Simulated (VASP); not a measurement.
```
CELL_PARAMETERS angstrom
      0.00000     2.78580     2.78580
      2.78580     0.00000     2.78580
      2.78580     2.78580     0.00000
ATOMIC_POSITIONS crystal
  Pb 0.00000 0.00000 0.00000
  O  0.25000 0.25000 0.25000
```

These are PBEsol GGA, VASP's PBE PAW potentials (set 64) (plane waves; VASP) values and carry that method's errors. Numerical set-up: 520 eV cut-off, 9×9×9 Γ-centred mesh, tetrahedra with Blöchl corrections, potentials Pb_d O.

Question: Predict the energy per atom (σ→0).

Answer: 
| Item | Result |
|---|---|
| energy per atom (σ→0) | -5.480 eV/atom |

Total energies compare only between runs with the same potentials, cut-off and functional.

The structure was generated: PbO was put into the zinc blende type (F-43m), which need not be its known phase. It was relaxed first, which changed the volume by +47 %.
